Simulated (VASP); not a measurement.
Shape and ions are relaxed at each volume.

Energy against volume of Co (hcp). Method: PW91 GGA, VASP's PBE PAW potentials (set 64) (plane waves; VASP).

```csv
V (Å³/atom),E (eV/atom)
10.182,-6.96618
10.507,-6.98800
10.832,-6.99448
11.157,-6.98790
11.482,-6.97055
```

### Question
Fit a third-order Birch-Murnaghan equation of state.

### Answer

```yaml
volume_per_atom: 10.82 Å³/atom
bulk_modulus: 213 GPa
pressure_derivative_of_the_bulk_modulus: 4.84
```

Measured: bulk modulus 193 GPa at 0 K (computed value off by +10.5 %), as given by Vázquez-Parga, Fernández-Martínez, Viñes, J. Chem. Theory Comput. (2023), doi:10.1021/acs.jctc.3c00612, Supporting … [zero-point energy and finite temperature contributions removed].

The compound is Co in the hcp structure. It was relaxed first.
